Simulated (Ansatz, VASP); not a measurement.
# LiF (Griceite) in two plane-wave programs, part 2 of 2

One calculation is typed for both programs; each brings its own data sets. How far apart do they land? The cell is taken from a series of runs on this material, whose earlier steps may have relaxed, scaled, displaced or heated it; both programs get it as it stands.

VASP 6.6.1 and Ansatz 0.2.0.

So far: Set-up; Ansatz: zone-centre phonons, LDA.

**3. VASP: zone-centre phonons, LDA**

Level of this step: LDA; plane waves and PAW (Li_sv, F) (VASP).

The same cell, functional (in two slightly different forms) and mesh now go to VASP, with its own data sets.

Lines of VASP's logs that name or quote its potential files are left out, and so is its time.

INCAR

```
SYSTEM = LiF
PREC = Accurate
ENCUT = 750
EDIFF = 1E-08
NELM = 120
ISMEAR = 0
SIGMA = 0.01
LREAL = .FALSE.
ALGO = Normal
GGA = CA
NBANDS = 11
LORBIT = 11
LWAVE = .FALSE.
LCHARG = .FALSE.
ISIF = 2
IBRION = 8
LEPSILON = .TRUE.
LASPH = .TRUE.
GGA_COMPAT = .FALSE.
EFERMI = MIDGAP
```

POSCAR

```
LiF
1.0
    0.0000000000      1.9919420354      1.9919420354
    1.9919420354      0.0000000000      1.9919420354
    1.9919420354      1.9919420354      0.0000000000
Li F
1 1
Direct
    0.0000000000      0.0000000000      0.0000000000
    0.5000000000      0.5000000000      0.5000000000
```

KPOINTS

```
Automatic mesh
0
Gamma
12 12 12
0 0 0
```

Potentials, in the order of the species: Li_sv and F (LDA family, release 64).

The run is started by

```
> mpirun -np 1 vasp_std
```

Numbers of over 12 decimals in the logs are rounded to 6 here.

Log:

```text
[banner, memory and clock lines left out]
running    1 mpi-ranks, on    1 nodes
 distrk:  each k-point on    1 cores,    1 groups
 distr:  one band on    1 cores,    1 groups

 POSCAR found type information on POSCAR LiF
 POSCAR found :  2 types and       2 ions
 LDA part: xc-table for (Slater(with rela. corr.)+CA(PZ))
 , standard interpolation
 POSCAR, INCAR and KPOINTS ok, starting setup
 FFT: planning ... GRIDC
 FFT: planning ... GRID_SOFT
 FFT: planning ... GRID
 WAVECAR not read
 entering main loop
       N       E                     dE             d eps       ncg     rms          rms(c)
DAV:   1     0.446479023125E+02    0.44648E+02   -0.68470E+03  1616   0.121E+03
DAV:   2    -0.935355550675E+01   -0.54001E+02   -0.52538E+02  1808   0.231E+02
DAV:   3    -0.109590079203E+02   -0.16055E+01   -0.15995E+01  1971   0.359E+01
DAV:   4    -0.109830615524E+02   -0.24054E-01   -0.24047E-01  2010   0.462E+00
DAV:   5    -0.109832660872E+02   -0.20453E-03   -0.20453E-03  2014   0.303E-01    0.421E+00
DAV:   6    -0.105118087128E+02    0.47146E+00   -0.22951E+00  1818   0.997E+00    0.135E+00
DAV:   7    -0.105002613681E+02    0.11547E-01   -0.17140E-02  2119   0.122E+00    0.798E-01
DAV:   8    -0.104945048152E+02    0.57566E-02   -0.96154E-03  2310   0.114E+00    0.998E-02
DAV:   9    -0.104944729223E+02    0.31893E-04   -0.70800E-04  1809   0.263E-01    0.379E-02
DAV:  10    -0.104944879531E+02   -0.15031E-04   -0.32772E-05  1860   0.462E-02    0.670E-03
DAV:  11    -0.104944875245E+02    0.42864E-06   -0.13871E-06  2079   0.138E-02    0.114E-03
DAV:  12    -0.104944875241E+02    0.34879E-09   -0.28900E-07  2348   0.424E-03    0.708E-04
DAV:  13    -0.104944875146E+02    0.94889E-08   -0.19356E-08  1609   0.129E-03
   1 F= -.10494488E+02 E0= -.10494488E+02  d E =0.000000E+00
 Linear response reoptimize wavefunctions to high precision
DAV:   1    -0.104944875140E+02    0.67769E-09   -0.31979E-09  2076   0.510E-04
DAV:   2    -0.104944875139E+02    0.17735E-10   -0.29050E-10  1238   0.157E-04
 Linear response G [H, r] |phi>, progress :
  Direction:   1
       N       E                     dE             d eps       ncg     rms
RMM:   1    -0.329532580545E+02   -0.32953E+02    0.24547E+02  2212   0.180E+02
RMM:   2    -0.337791209798E+02   -0.82586E+00   -0.10391E+01  3295   0.251E+01
RMM:   3    -0.339397157013E+02   -0.16059E+00   -0.59556E-01  3573   0.522E+00
RMM:   4    -0.339749152349E+02   -0.35200E-01   -0.80400E-02  3592   0.186E+00
RMM:   5    -0.339805656349E+02   -0.56504E-02   -0.11225E-02  3603   0.695E-01
RMM:   6    -0.339814118796E+02   -0.84624E-03   -0.16733E-03  3533   0.266E-01
RMM:   7    -0.339815577524E+02   -0.14587E-03   -0.24291E-04  3540   0.105E-01
RMM:   8    -0.339815863398E+02   -0.28587E-04   -0.41038E-06  3540   0.433E-02
RMM:   9    -0.339815920567E+02   -0.57169E-05    0.56231E-05  3537   0.188E-02
RMM:  10    -0.339815931395E+02   -0.10828E-05    0.20378E-04  3516   0.898E-03
RMM:  11    -0.339815933264E+02   -0.18691E-06    0.52300E-04  3536   0.490E-03
RMM:  12    -0.339815933850E+02   -0.58555E-07    0.37974E-03  3496   0.318E-03
RMM:  13    -0.339815932598E+02    0.12518E-06    0.22611E-03  3329   0.245E-03
RMM:  14    -0.339815934105E+02   -0.15071E-06    0.18575E-03  3064   0.214E-03
RMM:  15    -0.339815932557E+02    0.15478E-06    0.20204E-03  2892   0.200E-03
RMM:  16    -0.339815941690E+02   -0.91325E-06    0.14360E-03  2736   0.192E-03
RMM:  17    -0.339815941229E+02    0.46033E-07    0.18799E-03  2597   0.189E-03
RMM:  18    -0.339815941689E+02   -0.46002E-07    0.18375E-03  2471   0.187E-03
 Linear response G [H, r] |phi>, progress :
  Direction:   2
       N       E                     dE             d eps       ncg     rms
RMM:   1    -0.357843412441E+02   -0.35784E+02    0.45952E+01  2256   0.138E+02
RMM:   2    -0.360802402851E+02   -0.29590E+00   -0.71923E+00  3217   0.225E+01
RMM:   3    -0.361773352385E+02   -0.97095E-01   -0.38096E-01  3561   0.463E+00
RMM:   4    -0.362029822903E+02   -0.25647E-01   -0.59816E-02  3599   0.168E+00
RMM:   5    -0.362080147069E+02   -0.50324E-02   -0.10179E-02  3609   0.665E-01
RMM:   6    -0.362089524898E+02   -0.93778E-03   -0.18869E-03  3526   0.273E-01
RMM:   7    -0.362091433720E+02   -0.19088E-03   -0.41176E-04  3573   0.114E-01
RMM:   8    -0.362091822028E+02   -0.38831E-04   -0.12815E-04  3590   0.494E-02
RMM:   9    -0.362091907015E+02   -0.84988E-05   -0.73234E-05  3582   0.221E-02
RMM:  10    -0.362091925673E+02   -0.18658E-05   -0.22217E-04  3548   0.107E-02
RMM:  11    -0.362091929661E+02   -0.39880E-06    0.27430E-04  3568   0.581E-03
RMM:  12    -0.362091935412E+02   -0.57507E-06    0.97242E-04  3533   0.367E-03
RMM:  13    -0.362091933631E+02    0.17806E-06    0.20553E-03  3313   0.273E-03
RMM:  14    -0.362091936162E+02   -0.25305E-06    0.20822E-03  3038   0.233E-03
RMM:  15    -0.362091929375E+02    0.67867E-06    0.19211E-03  2835   0.215E-03
[...]
RMM:  10    -0.598272230523E-01   -0.48581E-08   -0.31324E-06  3078   0.393E-04
RMM:  11    -0.598272237368E-01   -0.68449E-09   -0.29814E-06  2883   0.207E-04
RMM:  12    -0.598272232966E-01    0.44021E-09   -0.18427E-06  2570   0.122E-04
RMM:  13    -0.598272222825E-01    0.10141E-08   -0.10375E-06  2220   0.912E-05
RMM:  14    -0.598272221317E-01    0.15083E-09   -0.47752E-07  1917   0.787E-05
[...]
RMM:  11    -0.511857556875E-01    0.27961E-06   -0.25543E-06  7128   0.382E-04    0.120E-05
RMM:  12    -0.511858730149E-01   -0.11733E-06   -0.20126E-06  6018   0.191E-04    0.244E-06
 change of polarisation eV/A/(eV/A) component  1 :     0.096     0.016     0.006
 dielectric tensor                  component  1 :     2.095     0.181     0.067
 Linear response to external field, progress :
  Direction:   2
       N       E                     dE             d eps       ncg     rms          rms(c)
RMM:   1    -0.475609048977E-01   -0.47561E-01   -0.11340E-01  7921   0.182E+00
RMM:   2    -0.491912953031E-01   -0.16304E-02   -0.45257E-03  7268   0.485E-01    0.351E-01
RMM:   3    -0.488085082437E-01    0.38279E-03   -0.15354E-03  7089   0.289E-01    0.205E-01
RMM:   4    -0.508698747206E-01   -0.20614E-02   -0.10378E-03  7021   0.282E-01    0.168E-02
RMM:   5    -0.511733250900E-01   -0.30345E-03   -0.13481E-04  7746   0.785E-02    0.550E-03
RMM:   6    -0.511828795821E-01   -0.95545E-05   -0.31981E-05  7758   0.285E-02    0.932E-04
RMM:   7    -0.511859526099E-01   -0.30730E-05   -0.49734E-06  8004   0.113E-02    0.226E-04
RMM:   8    -0.511877932522E-01   -0.18406E-05   -0.10187E-06  7933   0.452E-03    0.146E-04
RMM:   9    -0.511856935078E-01    0.20997E-05   -0.39301E-07  7907   0.196E-03    0.476E-05
RMM:  10    -0.511860616162E-01   -0.36811E-06   -0.36158E-06  7358   0.820E-04    0.120E-05
RMM:  11    -0.511858231431E-01    0.23847E-06   -0.48119E-06  7032   0.387E-04    0.938E-06
 change of polarisation eV/A/(eV/A) component  2 :     0.011     0.096    -0.002
 dielectric tensor                  component  2 :     0.125     2.095    -0.021
 Linear response to external field, progress :
  Direction:   3
       N       E                     dE             d eps       ncg     rms          rms(c)
RMM:   1    -0.475608835218E-01   -0.47561E-01   -0.11340E-01  7922   0.182E+00
RMM:   2    -0.491913199854E-01   -0.16304E-02   -0.45259E-03  7267   0.485E-01    0.351E-01
RMM:   3    -0.488084957049E-01    0.38282E-03   -0.15353E-03  7086   0.289E-01    0.205E-01
RMM:   4    -0.508699228140E-01   -0.20614E-02   -0.10379E-03  7021   0.282E-01    0.168E-02
RMM:   5    -0.511733418132E-01   -0.30342E-03   -0.13481E-04  7743   0.785E-02    0.550E-03
RMM:   6    -0.511828723500E-01   -0.95305E-05   -0.31997E-05  7753   0.285E-02    0.932E-04
RMM:   7    -0.511859773703E-01   -0.31050E-05   -0.49696E-06  8002   0.113E-02    0.225E-04
RMM:   8    -0.511878026891E-01   -0.18253E-05   -0.10166E-06  7972   0.453E-03    0.147E-04
RMM:   9    -0.511856811386E-01    0.21216E-05   -0.22317E-07  7906   0.196E-03    0.495E-05
RMM:  10    -0.511860807371E-01   -0.39960E-06   -0.14765E-06  7407   0.823E-04    0.128E-05
RMM:  11    -0.511858737396E-01    0.20700E-06   -0.17893E-06  6923   0.382E-04    0.602E-06
 change of polarisation eV/A/(eV/A) component  3 :     0.000     0.008     0.096
 dielectric tensor                  component  3 :     0.001     0.088     2.095
 Linear response DOF=           2
 Linear response progress:
  Degree of freedom:   1/  2
       N       E                     dE             d eps       ncg     rms          rms(c)
RMM:   1    -0.166577694305E+00   -0.16658E+00    0.15479E+00  4634   0.152E+01
RMM:   2    -0.171765284667E+00   -0.51876E-02   -0.15965E-02  6183   0.105E+00    0.689E-02
RMM:   3    -0.171739021870E+00    0.26263E-04   -0.91364E-04  7405   0.223E-01    0.385E-02
RMM:   4    -0.171672635463E+00    0.66386E-04   -0.25650E-04  7469   0.911E-02    0.384E-03
RMM:   5    -0.171698422731E+00   -0.25787E-04   -0.89049E-05  7766   0.419E-02    0.114E-03
RMM:   6    -0.171714526344E+00   -0.16104E-04   -0.32960E-05  7786   0.205E-02    0.650E-04
RMM:   7    -0.171728337199E+00   -0.13811E-04   -0.41300E-05  7741   0.110E-02    0.166E-04
RMM:   8    -0.171732054786E+00   -0.37176E-05   -0.94786E-05  8037   0.662E-03    0.688E-05
RMM:   9    -0.171734439374E+00   -0.23846E-05   -0.68609E-05  7939   0.443E-03    0.117E-05
RMM:  10    -0.171734527153E+00   -0.87779E-07   -0.53236E-05  8232   0.316E-03    0.276E-05
RMM:  11    -0.171734006134E+00    0.52102E-06   -0.37757E-05  8000   0.231E-03    0.629E-05
RMM:  12    -0.171734723553E+00   -0.71742E-06   -0.27303E-05  7628   0.176E-03    0.489E-05
RMM:  13    -0.171735386890E+00   -0.66334E-06   -0.21465E-05  7551   0.138E-03    0.316E-05
RMM:  14    -0.171735509579E+00   -0.12269E-06   -0.16391E-05  8335   0.107E-03    0.341E-05
RMM:  15    -0.171735582575E+00   -0.72996E-07   -0.12776E-05  8008   0.855E-04    0.382E-05
RMM:  16    -0.171735576026E+00    0.65486E-08   -0.95782E-06  7618   0.692E-04    0.435E-05
RMM:  17    -0.171735640668E+00   -0.64642E-07   -0.71671E-06  7331   0.569E-04    0.451E-05
RMM:  18    -0.171735724195E+00   -0.83527E-07   -0.53669E-06  7511   0.478E-04    0.430E-05
 first order change of Fermi-energy   0.15437E-03
 force on displaced ion       1 direction 1 :  -1.616   0.000   0.000
 Born effective charge ion    1 direction 1 :   1.045   0.000   0.000
 Linear response progress:
  Degree of freedom:   2/  2
       N       E                     dE             d eps       ncg     rms          rms(c)
RMM:   1    -0.515062908133E+00   -0.51506E+00    0.50895E-01  6798   0.478E+00
RMM:   2    -0.508807260237E+00    0.62556E-02   -0.69989E-03  6507   0.741E-01    0.887E-02
RMM:   3    -0.510330185076E+00   -0.15229E-02   -0.80335E-04  6977   0.211E-01    0.483E-02
RMM:   4    -0.512236448431E+00   -0.19063E-02   -0.25194E-04  6733   0.119E-01    0.100E-02
RMM:   5    -0.512413151268E+00   -0.17670E-03   -0.25184E-05  7580   0.361E-02    0.268E-03
RMM:   6    -0.512310347333E+00    0.10280E-03   -0.38562E-06  7187   0.135E-02    0.703E-04
RMM:   7    -0.512304765209E+00    0.55821E-05   -0.57159E-07  7743   0.498E-03    0.113E-04
RMM:   8    -0.512303946775E+00    0.81843E-06   -0.11575E-07  7863   0.202E-03    0.416E-05
RMM:   9    -0.512302891883E+00    0.10549E-05   -0.60475E-08  7853   0.914E-04    0.130E-05
RMM:  10    -0.512302401004E+00    0.49088E-06   -0.58983E-08  7969   0.476E-04    0.316E-06
RMM:  11    -0.512302504544E+00   -0.10354E-06   -0.35011E-08  8099   0.305E-04    0.236E-06
RMM:  12    -0.512302500095E+00    0.44485E-08    0.46984E-08  7883   0.237E-04    0.230E-06
 first order change of Fermi-energy   0.15432E-02
 force on displaced ion       2 direction 1 :  -1.635   0.000   0.000
 Born effective charge ion    2 direction 1 :  -1.044   0.000   0.000
 Born effective charges drift removed
 Linear response finished
```

OUTCAR, selected parts (step 3):

```text
ion  position               nearest neighbor table
   1  0.000  0.000  0.000-   2 1.99   2 1.99   2 1.99   2 1.99   2 1.99   2 1.99
   2  0.500  0.500  0.500-   1 1.99   1 1.99   1 1.99   1 1.99   1 1.99   1 1.99

  LATTYP: Found a face centered cubic cell.
 ALAT       =     3.9838840708

 Subroutine GETGRP returns: Found 48 space group operations
 (whereof 48 operations were pure point group operations)

The static configuration has the point symmetry O_h .

 Found     72 irreducible k-points:

   k-points           NKPTS =     72   k-points in BZ     NKDIM =     72   number of bands    NBANDS=     11

   dimension x,y,z NGX =    28 NGY =   28 NGZ =   28
   dimension x,y,z NGXF=    56 NGYF=   56 NGZF=   56

   ENCUT  =  750.0 eV  55.12 Ry    7.42 a.u.   6.29  6.29  6.29*2*pi/ulx,y,z

   NELECT =      10.0000    total number of electrons

 k-points in reciprocal lattice and weights: Automatic mesh
   0.00000000  0.00000000  0.00000000       0.001
   0.08333333  0.00000000  0.00000000       0.005
   0.16666667  0.00000000  0.00000000       0.005
   0.25000000  0.00000000  0.00000000       0.005
   0.33333333  0.00000000  0.00000000       0.005
   0.41666667  0.00000000  0.00000000       0.005
   0.50000000  0.00000000  0.00000000       0.002
   0.08333333  0.08333333  0.00000000       0.003
   0.16666667  0.08333333  0.00000000       0.014
[...]
-0.33333333  0.50000000  0.16666667       0.007
  -0.25000000  0.50000000  0.25000000       0.003

 average (electrostatic) potential at core
       1 -63.4902       2 -76.4847

  Total       -0.4837970     -0.4837970     -0.4837970      0.0000000      0.0000000      0.0000000
  in kB      -49.0358479    -49.0358479    -49.0358479      0.0000000      0.0000000      0.0000000
  external PRESSURE =     -49.0358479 kB  Pullay stress =       0.0000000 kB

  energy-cutoff  :      750.00
  volume of cell :       15.81
      direct lattice vectors                 reciprocal lattice vectors
     0.000000000  1.991942035  1.991942035    -0.251011320  0.251011320  0.251011320
     1.991942035  0.000000000  1.991942035     0.251011320 -0.251011320  0.251011320
     1.991942035  1.991942035  0.000000000     0.251011320  0.251011320 -0.251011320

 POSITION                                       TOTAL-FORCE (eV/Angst)
 -----------------------------------------------------------------------------------
      0.00000      0.00000      0.00000         0.000000     -0.000000      0.000000
      1.99194      1.99194      1.99194        -0.000000      0.000000     -0.000000
 -----------------------------------------------------------------------------------
    total drift:                                0.000000      0.000000      0.000000

 MACROSCOPIC STATIC DIELECTRIC TENSOR (including local field effects in DFT)
 ------------------------------------------------------
           2.094770    -0.000000    -0.000000
          -0.000000     2.094770     0.000000
          -0.000000     0.000000     2.094770
 ------------------------------------------------------

 PIEZOELECTRIC TENSOR (including local field effects)  for field in x, y, z        (C/m^2)
          XX          YY          ZZ          XY          YZ          ZX
  --------------------------------------------------------------------------------
  x     0.00000     0.00000     0.00000     0.00000     0.00000     0.00000
  y     0.00000     0.00000     0.00000     0.00000     0.00000     0.00000
  z     0.00000     0.00000     0.00000     0.00000     0.00000     0.00000

 BORN EFFECTIVE CHARGES (including local field effects) (in |e|, cummulative output)
 ---------------------------------------------------------------------------------
 ion    1
    1     1.04458     0.00000     0.00000
    2     0.00000     1.04458     0.00000
    3     0.00000     0.00000     1.04458
 ion    2
    1    -1.04458     0.00000     0.00000
    2     0.00000    -1.04458     0.00000
    3     0.00000     0.00000    -1.04458

 Eigenvectors and eigenvalues of the dynamical matrix
 ----------------------------------------------------

   1 f  =    8.796397 THz    55.269392 2PiTHz  293.416219 cm-1    36.378958 meV
             X         Y         Z           dx          dy          dz
      0.000000  0.000000  0.000000    -0.853344    0.000000    0.000000
      1.991942  1.991942  1.991942     0.521348    0.000000    0.000000

   2 f  =    8.796397 THz    55.269392 2PiTHz  293.416219 cm-1    36.378958 meV
             X         Y         Z           dx          dy          dz
      0.000000  0.000000  0.000000     0.000000   -0.853344    0.000000
      1.991942  1.991942  1.991942     0.000000    0.521348    0.000000

   3 f  =    8.796397 THz    55.269392 2PiTHz  293.416219 cm-1    36.378958 meV
             X         Y         Z           dx          dy          dz
      0.000000  0.000000  0.000000     0.000000    0.000000    0.853344
      1.991942  1.991942  1.991942     0.000000    0.000000   -0.521348

   4 f/i=    0.022487 THz     0.141293 2PiTHz    0.750101 cm-1     0.093001 meV
             X         Y         Z           dx          dy          dz
      0.000000  0.000000  0.000000     0.000000    0.521348    0.000000
      1.991942  1.991942  1.991942     0.000000    0.853344    0.000000

   5 f/i=    0.022487 THz     0.141293 2PiTHz    0.750101 cm-1     0.093001 meV
             X         Y         Z           dx          dy          dz
      0.000000  0.000000  0.000000    -0.521348    0.000000    0.000000
      1.991942  1.991942  1.991942    -0.853344    0.000000    0.000000

   6 f/i=    0.022487 THz     0.141293 2PiTHz    0.750101 cm-1     0.093001 meV
             X         Y         Z           dx          dy          dz
      0.000000  0.000000  0.000000     0.000000    0.000000   -0.521348
      1.991942  1.991942  1.991942     0.000000    0.000000   -0.853344

 MACROSCOPIC STATIC DIELECTRIC TENSOR IONIC CONTRIBUTION
 ------------------------------------------------------
           7.684335    -0.000000    -0.000000
          -0.000000     7.684335    -0.000000
          -0.000000    -0.000000     7.684335
 ------------------------------------------------------

 ELASTIC MODULI CONTR FROM IONIC RELAXATION (kBar)
 Direction    XX          YY          ZZ          XY          YZ          ZX
 --------------------------------------------------------------------------------
 XX           0.0000      0.0000      0.0000      0.0000      0.0000      0.0000
 YY           0.0000      0.0000      0.0000      0.0000      0.0000      0.0000
 ZZ           0.0000      0.0000      0.0000      0.0000      0.0000      0.0000
 XY           0.0000      0.0000      0.0000      0.0000      0.0000      0.0000
 YZ           0.0000      0.0000      0.0000      0.0000      0.0000      0.0000
 ZX           0.0000      0.0000      0.0000      0.0000      0.0000      0.0000
 --------------------------------------------------------------------------------

 PIEZOELECTRIC TENSOR IONIC CONTR  for field in x, y, z        (C/m^2)
          XX          YY          ZZ          XY          YZ          ZX
  --------------------------------------------------------------------------------
  x     0.00000     0.00000     0.00000     0.00000     0.00000     0.00000
  y     0.00000     0.00000     0.00000     0.00000     0.00000     0.00000
  z     0.00000     0.00000     0.00000     0.00000     0.00000     0.00000
```

**4. Side by side**

Known differences besides the potentials themselves: the two LDA forms differ slightly; fixed occupations in Ansatz, narrow Gaussian smearing in VASP; the cutoff is 420 eV in Ansatz and 750 eV in VASP; VASP's log shows a relativistic correction to its local exchange, Ansatz's none. Total energies have different zeros and are not compared.

The two programs side by side:

```tsv
quantity	Ansatz	VASP	difference
ε∞ xx	2.10	2.09	+0.29 %
ε∞ yy	2.10	2.09	+0.29 %
ε∞ zz	2.10	2.09	+0.29 %
Born charge of Li1 (mean of the diagonal) (e)	1.05	1.04	0.00
Born charge of F2 (mean of the diagonal) (e)	-1.05	-1.04	0.00
optical mode 1 to 3 (cm⁻¹)	286.9	293.4	-2.21 %
```

Modes are paired by rising frequency, not by their patterns, so a pair may set unlike modes beside each other; they are those without the splitting of longitudinal modes.

**5. What came out**

| Property | Result |
| --- | --- |
| r.m.s. difference of the optical zone-centre modes, each program's sorted by frequency (zone-centre phonons, LDA) | 6.5 cm⁻¹ |
| difference in optical mode 1 to 3 (zone-centre phonons, LDA) | -2.2 % |

The r.m.s. difference of the optical zone-centre modes, each program's sorted by frequency is 6.5 cm⁻¹ (zone-centre phonons, LDA). Among the rows given in per cent, the largest difference of the zone-centre phonons, LDA pair is in optical mode 1 to 3, -2.2 %. Such differences can come from data sets, numerical settings and the points named under the comparisons, not from the functional's error against experiment.

[Lines on the potential files, build, host, timing and source positions are cut from VASP's logs without a mark.]

[Logs are printed without paths, hosts, clocks, repeated set-up lines and the standing remarks that a program may print on its own settings, such as how far it seeks lower states.]

[Hosts, paths, dates, database ids (printed as entryN), source tags and the programs' standing remarks are cut or masked in the printed files.]
